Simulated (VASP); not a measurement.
Data:

```
Ni3Si
1.0
    3.34926     0.00000     0.00000
    0.00000     3.34926     0.00000
    0.00000     0.00000     3.34926
Si Ni
1 3
Direct
  0.00000   0.00000   0.00000
  0.00000   0.50000   0.50000
  0.50000   0.00000   0.50000
  0.50000   0.50000   0.00000
```

Method: PBEsol GGA, VASP's PBE PAW potentials (set 64) (plane waves; VASP). Settings: 500 eV cut-off, 9×9×9 Γ-centred mesh, first-order Methfessel-Paxton smearing of 0.10 eV, potentials Si Ni.

Energy and stress use the plane-wave basis of the starting cell.

**Question.** The ions, cell shape and volume at an external pressure of 45.0 GPa are relaxed. Give the cell that the relaxation ends in.

**Answer.** 
```
Ni3Si
1.0
    3.30762     0.00000     0.00000
    0.00000     3.30762     0.00000
    0.00000     0.00000     3.30762
Si Ni
1 3
Cartesian
  0.00000   0.00000   0.00000
  0.00000   1.65381   1.65381
  1.65381   0.00000   1.65381
  1.65381   1.65381   0.00000
```
Space group Pm-3m (221), at a tolerance of 0.03 Å.

**Question.** How do energy and volume change from the first to the last step?

**Answer.** The energy (σ→0) changes by +80.0 meV/atom and the volume by -3.7 %, in 4 ionic steps.

The compound is Ni3Si in the L1_2 structure. This run relaxes it under an external pressure of 45 GPa. Symmetry was kept, so distortions that lower it aren't found. The run is not spin-polarised, so no magnetic state was tried.
